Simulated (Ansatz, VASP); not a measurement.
# PbO2 (1T-PbO2 monolayer): VASP beside Ansatz

Aim: how closely do two programs agree when they are given the same cell, functional and k mesh? The structure shown is the start of the Ansatz relaxation below; VASP solves that cell, so the two are compared at the walk's first step.

Method: plane waves, with VASP 6.6.1 beside it; single point at PBE with D3(BJ), in Ansatz 0.2.0.

### 1. Starting point

The cell holds 3 atoms: 2 O and 1 Pb. Its edges and angles: a = 2.874 Å, b = 2.874 Å, c = 35.411 Å, α = 90.0°, β = 90.0°, γ = 120.0°. Vacuum lies along c.

### 2. Ansatz: relaxation, PBE with D3(BJ)

Ansatz runs on its default PAW (the set named soft_2) files.

The two programs are compared at the cell with which this relaxation starts, whose forces are those of its first step.

File input.yaml:

```yaml
crystal:
  lattice:
    - [2.874242, 0.0, 0.0]
    - [-1.437121, 2.4891665886, 0.0]
    - [0.0, 0.0, 35.4111357329]
  atoms:
    - { symbol: O, position: [0.6666666667, 0.3333333333, 0.4687790904] }
    - { symbol: Pb, position: [0.0, 0.0, 0.5] }
    - { symbol: O, position: [0.3333333333, 0.6666666667, 0.5312209096] }
  periodic: [true, true, false]
kpoints:
  mp_grid: { grid: [12, 12, 1] }
hamiltonian:
  xc: pbe
  dispersion: d3bj
scf:
  occupations: { method: fermi_dirac, width: 0.05 }
  convergence: { dr2_threshold: 1.0e-09 }
relax:
  f_tol: 0.004
  max_steps: 90
  cell: {}
output:
  write_potential: true
  write_density: true
  volumetric_format: npy
```

Command:

```console
> ansatz run input.yaml --threads 2 --pin off --max-ram 3072MiB --backend cpu --events-out ev --progress --plain --runs-dir out
```

Numbers of over 12 decimals in the logs are rounded to 6 here.

The program printed:

```text
Warning: relax.cell: scf.convergence.dr2_threshold = 1e-9 eV is looser than the 2.0119127238e-10 eV advised for a relaxation that steers and ends on the stress (1e-10 eV for each atom of the cell: 3, times the square of relax.cell.stress_2d_tol = 0.05 N/m over 12.2 Å (the atoms' height at the walk's start and 5 Å past either face), 4.095e-2 GPa, over a crystal's default 0.05). What an SCF threshold leaves in a stress goes as its square root, and in the free energy as the threshold itself, and one threshold admits the most on a small cell: [figures from the program's tests cut] Set scf.convergence.dr2_threshold to 2.0119127238e-10 eV or tighter. [rest of the remark cut]
Engine: ansatz 0.2.0, aarch64-unknown-linux-gnu
Pseudopotentials: kind: paw
Pseudopotential: O, paw, valence charge 6, recommended cutoff 420 eV (normal), O.paw.azcp
Pseudopotential: Pb, paw, valence charge 14, recommended cutoff 420 eV (normal), Pb.paw.azcp
Functional definition: PBE
  parameter kappa = 0.804
  parameter beta = 0.066725
  exchange = pbe_x(kappa = kappa, mu = beta*pi^2/3)
  correlation = pbe_c(beta = beta)
Crystal: 3 atoms, lattice volume = 253.348 Å³
Basis set: ecut = 420 eV, 4943 PW (Γ), exchange–correlation on 40×40×480 points (8 copies of the dense FFT grid, shifted against one another)
Bands: 17, of which v1, the nominal top of the filled ones, is band 13 counted from 1 (12 counted from 0)
Symmetry: 12 space group operations
Space group: P-3m1 (ITA 164), of the structure as read, at distance tolerance 6.3e-5 Å
k-points: 19 of 144
Non-local potential: O, projectors of the file, l = 0: 2, l = 1: 2, l = 2: 1
Non-local potential: Pb, projectors of the file, l = 0: 2, l = 1: 2, l = 2: 2, l = 3: 2
PAW form: soft (Blöchl's): semilocal exchange-correlation on the pseudo side does not see the compensation charge
PAW one-centre angular grid: O, 110 points (default); XC on 64 Gauss nodes
PAW one-centre angular grid: Pb, 590 points (default); XC on 64 Gauss nodes
Initial density: superposition of atomic densities (neutral atoms: chi_scale 0, normalization atom), corrected by the library's trained network
Initial wavefunctions: pseudopotential atomic-orbital guess
Functional: x = pbe(κ = 0.804, μ = 0.219515), c = pbe(β = 0.066725)
SCF iter   1: F=—  HF=-13035.109311 eV  |F-HF|=—  |Δ(HF+E_count)|=         —  Δρ=2.55e-3  dr2=1.51e-2  ethr=1.77e-3  ⟨swp⟩=20.6  Hψ=4433  notcnv=0
preconditioner: auto → Resta (q_TF=auto, 1.867 Å⁻¹)  ε∞=1.4  [insulator: Δε(μ)=2.857 eV  Ē_g=18.959 eV  σ=0.050 eV  W_gap=1.00  n_scr=20 (ndim 8)  ℏωp=11.9 eV  f_vac=0.848  D(μ)=0.00/eV (n_scr^D=0)  ε∞_Penn≈1.4  vacuum switching on, ρ_ref=2.6e-2 e/Å³]
SCF iter   2: F=—  HF=-13035.110380 eV  |F-HF|=—  |Δ(HF+E_count)|=   1.07e-3  Δρ=1.22e-3  dr2=2.34e-3  ethr=5.80e-5  ⟨swp⟩=5.3  Hψ=1211  notcnv=0
SCF iter   3: F=—  HF=-13035.111034 eV  |F-HF|=—  |Δ(HF+E_count)|=   6.54e-4  Δρ=5.16e-4  dr2=2.25e-4  ethr=8.98e-6  ⟨swp⟩=4.4  Hψ=964  notcnv=0
SCF iter   4: F=—  HF=-13035.111668 eV  |F-HF|=—  |Δ(HF+E_count)|=   6.33e-4  Δρ=1.68e-4  dr2=2.90e-5  ethr=8.64e-7  ⟨swp⟩=4.3  Hψ=876  notcnv=0
SCF iter   5: F=—  HF=-13035.111789 eV  |F-HF|=—  |Δ(HF+E_count)|=   1.21e-4  Δρ=2.41e-5  dr2=6.01e-7  ethr=1.11e-7  ⟨swp⟩=4.0  Hψ=896  notcnv=0
SCF iter   6: F=—  HF=-13035.111823 eV  |F-HF|=—  |Δ(HF+E_count)|=   3.44e-5  Δρ=3.29e-6  dr2=1.57e-8  ethr=2.31e-9  ⟨swp⟩=3.8  Hψ=888  notcnv=0
SCF iter   7: F=-13035.111823 eV  HF=-13035.111823 eV  |F-HF|=5.20e-10  |Δ(HF+E_count)|=   9.36e-8  Δρ=3.58e-7  dr2=1.79e-10  ethr=3.85e-12  ⟨swp⟩=17.4  Hψ=3593  notcnv=0
SCF 1 converged in 7 iterations: F = -13035.111823 eV  dr2 = 1.79e-10
  greatest PAW one-centre occupation: 0.993 electrons in one spin orbital (limit 2), on the Pb atom at site 1 (counted from 0), in its partial waves of l = 2
relax step   1: F+E_penalty+E_count = -13035.11182346 eV  Δ(F+E_penalty+E_count) = +0.000e0 eV  max|allowed force component| = 5.028e0 eV/Å  Δτ_max = 0.0000 Å  P = +58.597 N/m  Ω = 253.348 Å³  fix = [c, alpha, beta]  reactions: c +0.000 N/m  (7 SCF iters, accepted)
[...]
relax step  12: F+E_penalty+E_count = -13038.77476719 eV  Δ(F+E_penalty+E_count) = +1.022e-4 eV  max|allowed force component| = 2.711e-5 eV/Å  Δτ_max = 0.0004 Å  P = +0.002 N/m  Ω = 354.278 Å³  energy of the carried Pulay correction = -1.166e-4 eV  fix = [c, alpha, beta]  reactions: c +0.000 N/m  (5 SCF iters, accepted)
[...]
relax step  13: F+E_penalty+E_count = -13038.77485660 eV  Δ(F+E_penalty+E_count) = -8.941e-5 eV  max|allowed force component| = 2.790e-5 eV/Å  Δτ_max = 0.0000 Å  P = +0.002 N/m  Ω = 354.278 Å³  fix = [c, alpha, beta]  reactions: c +0.000 N/m  stress off target by 2.31e-3 N/m on what of the cell is left free  SCF on the basis re-selected at this cell (its energy is not comparable with the rows above)  (5 SCF iters)
basis re-selected at this cell: Δ(F+E_penalty+E_count) = -8.941e-5 eV, ΔP = +0.001 N/m vs the last step (what re-selecting the basis moved, of the pressure what is left beyond the Pulay correction that the steps carried, after the strain that the cell walked since its last selection, with what the two solves' SCF thresholds leave and, on support functions, any second-order correction that the steps lacked; it is no m [...]
WARN: The output density's exchange-correlation potential varies sharply where the density is thin. Do not read a vacuum level from v_tot or v_xc, or from such a field of the output density. On a cell that repeats whose density bears no net charge and no dipole along the vacuum's axis use v_es (v_loc + v_h of the components); under efield.dipole_correction with no amplitude use v_es + v_field, which holds any externa [...]
SCF converged after 5 iterations
an eigenvalue changed by more than its tolerance at an iteration that met the thresholds in force, so the SCF went on 2 times, its first undamped step at iteration 4: the last check found none over its tolerance
Free energy (F): -13038.774857 eV
Harris-Foulkes:  -13038.774857 eV  (|F-HF|=2.55e-11)
Internal energy: -13038.774856 eV  (E = F + TS)
E sigma→0 (E₀):  -13038.774856 eV
Entropy (-TS):   -0.000000 eV (-0.000 meV/atom)
Fermi energy:    -7.351451 eV
--- Per-component energies (eV) ---
  E_band       = -450.170820
  E_kinetic    = 637.747788
  E_local      = -49588.007228  (includes V_loc(G=0)·N_el)
  E_nonlocal   = 451.178624
  E_hartree    = 24393.020737
  E_xc         = -363.239641
  E_vxc        = -314.798485  (∫ρ·V_xc dr)
  E_paw        = -10731.862380  (= ΣΔE_a)
  E_vpaw       = -422.337724  (= ΣTr[D̂ρ^β])
  E_aug_tail   = 0.004712  (compensation charges beyond the density's cutoff)
  E_ewald      = 22162.722538
  E_disp       = -0.340006  (pairwise vdW)
  E_smearing   = -0.000000  (= −TS)
  E_closure    = 0.000000  (closes the sum)
  Σ components = -13038.774857   (vs F -13038.774857, Δ=0.00e0)
--- Forces (eV/Å), atoms counted from 1 ---
  atom   1  O     -0.00000000    -0.00000000     0.00002790
  atom   2  Pb     0.00000000     0.00000000     0.00000000
  atom   3  O      0.00000000     0.00000000    -0.00002790
  max |Σ_I F_I| component: 9.25e-18 eV/Å
--- 2D stress c σ (N/m, compression-positive) ---
        0.002312      -0.000000      -0.000000
        0.000000       0.002312       0.000000
       -0.000000       0.000000       0.000000
  P = ½ c Tr σ = 0.0023 N/m
--- Band table (eV; the first three rows and the last of 19) ---
  k-point 0: bands = [... 9 lower, -9.2649, -8.6546, -8.4372, -8.4372, -6.7831, -2.9070, -0.3106, -0.1925]
  k-point 1: bands = [... 9 lower, -9.3634, -8.7560, -8.4518, -8.4245, -6.5366, -2.6687, -0.2356, -0.0687]
  k-point 2: bands = [... 9 lower, -9.6254, -8.9566, -8.4272, -8.3912, -5.9797, -2.1095, -0.0880, 0.3023]
  k-point 18: bands = [... 9 lower, -11.0389, -10.3399, -8.2071, -8.2071, -4.2884, 0.8368, 1.0754, 1.0754]
  the weakly bound empty levels are not read free of the cell's end (no_gap_told)
--- Relaxed structure (10 steps of the walk, 10 accepted, 3 SCFs on fresh bases) ---
  F+E_penalty+E_count = -13038.77485660 eV   max|allowed force component| = 2.790e-5 eV/Å   (the final SCF, on the basis selected at the relaxed cell)
  cell:  # Å, volume = 354.2776 Å³
    - [3.398886, 0.0, 0]
    - [-1.699443, 2.943522, 0]
    - [0, 0, 35.4111357329]
  atoms:
    - { symbol: O, position: [0.666667, 0.333333, 0.469869] }
    - { symbol: Pb, position: [0, 0, 0.500000] }
    - { symbol: O, position: [0.333333, 0.666667, 0.530131] }
```

### 3. VASP: single point, PBE with D3(BJ), start cell

The same cell, functional, mesh and smearing now go to VASP, with its own data sets.

Lines of VASP's logs that name or quote its potential files are left out, and so is its time.

File INCAR:

```
SYSTEM = PbO2
PREC = Accurate
ENCUT = 520
EDIFF = 1E-06
NELM = 120
ISMEAR = -1
SIGMA = 0.05
LREAL = .FALSE.
ALGO = Normal
GGA = PE
IVDW = 12
NBANDS = 19
LORBIT = 11
LWAVE = .FALSE.
LCHARG = .FALSE.
ISIF = 2
LDIPOL = .TRUE.
IDIPOL = 3
DIPOL = 0.5 0.5 0.5
LVHAR = .TRUE.
LASPH = .TRUE.
GGA_COMPAT = .FALSE.
EFERMI = MIDGAP
NELMDL = -8
```

File POSCAR:

```
PbO2
1.0
    2.8742420000      0.0000000000      0.0000000000
   -1.4371210000      2.4891670000      0.0000000000
    0.0000000000      0.0000000000     35.4111360000
O Pb
2 1
Direct
    0.6666665997      0.3333331994      0.4687790869
    0.3333331994      0.6666663988      0.5312209131
    0.0000000000      0.0000000000      0.5000000000
```

File KPOINTS:

```
Automatic mesh
0
Gamma
12 12 1
0 0 0
```

The projector-augmented-wave data sets are O and Pb_d (PBE family, release 64).

Command:

```console
> mpirun -np 1 vasp_std
```

The program printed:

```text
[banner, memory and clock lines left out]
running    1 mpi-ranks, on    1 nodes
 distrk:  each k-point on    1 cores,    1 groups
 distr:  one band on    1 cores,    1 groups

 POSCAR found type information on POSCAR O Pb
 POSCAR found :  2 types and       3 ions
 LDA part: xc-table for (Slater+PW92), standard interpolation
 POSCAR, INCAR and KPOINTS ok, starting setup
 FFT: planning ... GRIDC
 FFT: planning ... GRID_SOFT
 FFT: planning ... GRID
 WAVECAR not read
 entering main loop
       N       E                     dE             d eps       ncg     rms          rms(c)
DAV:   1     0.298432089910E+03    0.29843E+03   -0.11135E+04   818   0.106E+03
DAV:   2     0.228473723858E+02   -0.27558E+03   -0.26197E+03   973   0.301E+02
DAV:   3    -0.140383902571E+02   -0.36886E+02   -0.36401E+02   959   0.135E+02
DAV:   4    -0.149911505627E+02   -0.95276E+00   -0.95204E+00   998   0.296E+01
DAV:   5    -0.150127928295E+02   -0.21642E-01   -0.21639E-01   996   0.410E+00
DAV:   6    -0.150137804523E+02   -0.98762E-03   -0.98762E-03  1061   0.877E-01
DAV:   7    -0.150137999090E+02   -0.19457E-04   -0.19457E-04  1055   0.789E-02
DAV:   8    -0.150138004406E+02   -0.53157E-06   -0.53155E-06   949   0.129E-02    0.107E+01
DAV:   9    -0.117728127161E+02    0.32410E+01   -0.12825E+01  1113   0.581E+01    0.280E+00
DAV:  10    -0.117928241950E+02   -0.20011E-01   -0.83971E-01   796   0.830E+00    0.186E+00
DAV:  11    -0.117689117945E+02    0.23912E-01   -0.10292E-01   974   0.636E+00    0.422E-01
DAV:  12    -0.117631471879E+02    0.57646E-02   -0.26976E-02  1160   0.323E+00    0.845E-02
DAV:  13    -0.117632379711E+02   -0.90783E-04   -0.20863E-03   959   0.491E-01    0.393E-02
DAV:  14    -0.117632223362E+02    0.15635E-04   -0.12430E-04  1008   0.989E-02    0.157E-02
DAV:  15    -0.117633558657E+02   -0.13353E-03   -0.57229E-05   932   0.649E-02    0.113E-02
DAV:  16    -0.117634745027E+02   -0.11864E-03   -0.67577E-05  1047   0.959E-02    0.787E-03
DAV:  17    -0.117635454235E+02   -0.70921E-04   -0.25978E-05   899   0.536E-02    0.285E-03
DAV:  18    -0.117636129881E+02   -0.67565E-04   -0.21840E-06   801   0.119E-02    0.133E-03
DAV:  19    -0.117636686128E+02   -0.55625E-04   -0.19252E-06   798   0.587E-03    0.936E-04
DAV:  20    -0.117636982857E+02   -0.29673E-04   -0.11082E-06   779   0.486E-03    0.356E-04
DAV:  21    -0.117637033136E+02   -0.50280E-05   -0.68884E-08   888   0.327E-03    0.220E-04
DAV:  22    -0.117637090677E+02   -0.57541E-05   -0.11692E-07   738   0.265E-03    0.126E-04
DAV:  23    -0.117637099570E+02   -0.88930E-06   -0.86639E-09   861   0.111E-03
   1 F= -.12251947E+02 E0= -.12251947E+02  d E =-.296939E-13
```

Parts of OUTCAR (step 3):

```text
ion  position               nearest neighbor table
   1  0.667  0.333  0.469-   3 1.99   3 1.99   3 1.99
   2  0.333  0.667  0.531-   3 1.99   3 1.99   3 1.99
   3  0.000  0.000  0.500-   2 1.99   1 1.99   1 1.99   2 1.99   2 1.99   1 1.99

  LATTYP: Found a hexagonal cell.
 ALAT       =     2.8742420000
 C/A-ratio  =    12.3201651079

 Subroutine GETGRP returns: Found 12 space group operations
 (whereof 12 operations were pure point group operations)

The static configuration has the point symmetry D_3d.

 Found     19 irreducible k-points:

   k-points           NKPTS =     19   k-points in BZ     NKDIM =     19   number of bands    NBANDS=     19

   dimension x,y,z NGX =    24 NGY =   24 NGZ =  270
   dimension x,y,z NGXF=    48 NGYF=   48 NGZF=  540

   ENCUT  =  520.0 eV  38.22 Ry    6.18 a.u.   5.34  5.34 65.84*2*pi/ulx,y,z

   NELECT =      26.0000    total number of electrons

 k-points in reciprocal lattice and weights: Automatic mesh
   0.00000000  0.00000000  0.00000000       0.007
   0.08333333  0.00000000  0.00000000       0.042
   0.16666667  0.00000000  0.00000000       0.042
   0.25000000  0.00000000  0.00000000       0.042
   0.33333333  0.00000000  0.00000000       0.042
   0.41666667  0.00000000  0.00000000       0.042
   0.50000000  0.00000000  0.00000000       0.021
   0.08333333  0.08333333  0.00000000       0.042
   0.16666667  0.08333333  0.00000000       0.083
[...]
0.33333333  0.25000000  0.00000000       0.083
   0.33333333  0.33333333  0.00000000       0.014

 dipolmoment           0.000000      0.000000      0.000000 electrons x Angstroem

 average (electrostatic) potential at core
       1 -80.2529       2 -80.2529       3-101.6130

 E-fermi :  -4.6384

 k-point     1 :       0.0000    0.0000    0.0000
  band No.  band energies     occupation
    ...
      9      -8.3125      2.00000
     10      -8.0483      2.00000
     11      -8.0483      2.00000
     12      -6.0814      2.00000
     13      -6.0814      2.00000
     14      -3.1955      0.00000
     15       0.3744      0.00000
     16       1.6970      0.00000
     17       1.7953      0.00000
     18       2.0041      0.00000
    ...

 k-point     2 :       0.0833    0.0000    0.0000
  band No.  band energies     occupation
    ...
      9      -8.3128      2.00000
     10      -8.1785      2.00000
     11      -8.0929      2.00000
     12      -6.4888      2.00000
     13      -6.1541      2.00000
     14      -2.8050      0.00000
     15       0.8254      0.00000
     16       1.8729      0.00000
     17       1.9466      0.00000
     18       2.1686      0.00000
    ...

 k-point     3 :       0.1667    0.0000    0.0000
  band No.  band energies     occupation
    ...
      9      -8.8333      2.00000
     10      -8.2732      2.00000
     11      -7.8937      2.00000
     12      -7.4032      2.00000
     13      -6.2937      2.00000
     14      -1.9247      0.00000
     15       1.7966      0.00000
     16       2.3844      0.00000
     17       2.4600      0.00000
     18       2.6633      0.00000
    ...

 Edisp (eV)   -0.48824

  Total      26.33388    26.33389    11.18189     0.00000    -0.00000    -0.00000
  in kB     166.53603   166.53609    70.71449     0.00000    -0.00000    -0.00000
  external pressure =      134.60 kB  Pullay stress =        0.00 kB

  energy-cutoff  :      520.00
  volume of cell :      253.35
      direct lattice vectors                 reciprocal lattice vectors
     2.874242000  0.000000000  0.000000000     0.347917816  0.200870412  0.000000000
    -1.437121000  2.489167000  0.000000000     0.000000000  0.401740823  0.000000000
     0.000000000  0.000000000 35.411136000     0.000000000  0.000000000  0.028239704

 POSITION                                       TOTAL-FORCE (eV/Angst)
 -----------------------------------------------------------------------------------
      1.43712      0.82972     16.60000         0.000000      0.000000     -5.086724
      0.00000      1.65944     18.81114        -0.000000     -0.000000      5.086724
      0.00000      0.00000     17.70557         0.000000      0.000000      0.000000
 -----------------------------------------------------------------------------------
    total drift:                               -0.000000      0.001139      0.000000

  FREE ENERGIE OF THE ION-ELECTRON SYSTEM (eV)
  ---------------------------------------------------
  free  energy   TOTEN  =       -12.2519468345 eV

  energy  without entropy=      -12.2519468345  energy(sigma->0) =      -12.25194683

 vacuum level on the upper side and lower side of the slab         1.984         1.984

 total charge
# of ion       s       p       d       tot
------------------------------------------
    1        1.601   3.536   0.000   5.137
    2        1.601   3.536   0.000   5.137
    3        1.066   1.238  10.305  12.609
--------------------------------------------------
tot          4.267   8.310  10.305  22.882

[... 3 further parts left out ...]
```

### 4. Side by side

Known differences besides the potentials themselves: Ansatz cuts the interaction across the vacuum, VASP repeats the sheet with a dipole correction; the cutoff is 420 eV in Ansatz and 520 eV in VASP. Total energies have different zeros and are not compared.

Forces (eV/Å; atoms numbered as in POSCAR):

```tsv
atom	Ansatz x, y, z	VASP x, y, z
O1	0.000, 0.000, -5.028	0.000, 0.000, -5.087
O2	0.000, 0.000, 5.028	0.000, 0.000, 5.087
Pb3	0.000, 0.000, 0.000	0.000, 0.000, 0.000
```

The forces differ by 28 meV/Å r.m.s., which is 1.2 % of the r.m.s. force of 2.398 eV/Å (both taken over all components). With vacuum in the cell, a pressure given here is an average over mostly empty space and none of the material.

### 5. Summary of results

```yaml
r_m_s_force_difference_single_point_pbe_with_d3_bj_start_cell: 1.2 % of the r.m.s. force
```

In words: The r.m.s. force difference is 1.2 % of the r.m.s. force (single point, PBE with D3(BJ), start cell), within the 3 % picked in this series as the mark of a large difference. 1 further run of this series is not shown here. How closely two codes agree says nothing of how well the functional describes the real material.

[Lines on the potential files, build, host, timing and source positions are cut from VASP's logs without a mark.]

[Logs are printed without paths, hosts, clocks, repeated set-up lines and the standing remarks that a program may print on its own settings, such as how far it seeks lower states.]

[Hosts, paths, dates, database ids (printed as entryN), source tags and the programs' standing remarks are cut or masked in the printed files.]
